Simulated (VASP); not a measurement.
Input:

```yaml
crystal:
  lattice:
    - [0.00000, 2.45227, 2.45227]
    - [2.45227, 0.00000, 2.45227]
    - [2.45227, 2.45227, 0.00000]
  atoms:
    - { symbol: Y, position: [0.00000, 0.00000, 0.00000] }
    - { symbol: N, position: [0.50000, 0.50000, 0.50000] }
```

Calculation: AM05 GGA, VASP's PBE PAW potentials (set 64) (plane waves; VASP 6.6.1). Run with 520 eV cut-off, 9×9×9 Γ-centred mesh, Gaussian smearing of 0.050 eV, potentials Y_sv N.

Problem. What does the run give for the energy per atom (σ→0), pressure?

Solution. 
```
Property                        Value
---------------------  --------------
energy per atom (σ→0)  -9.301 eV/atom
pressure                    -4.70 GPa
```

Only differences to runs with the same potentials and settings are physical.

The compound is YN in the rock salt structure. This cell is one point of a volume scan, at 1.03 of the reference volume.
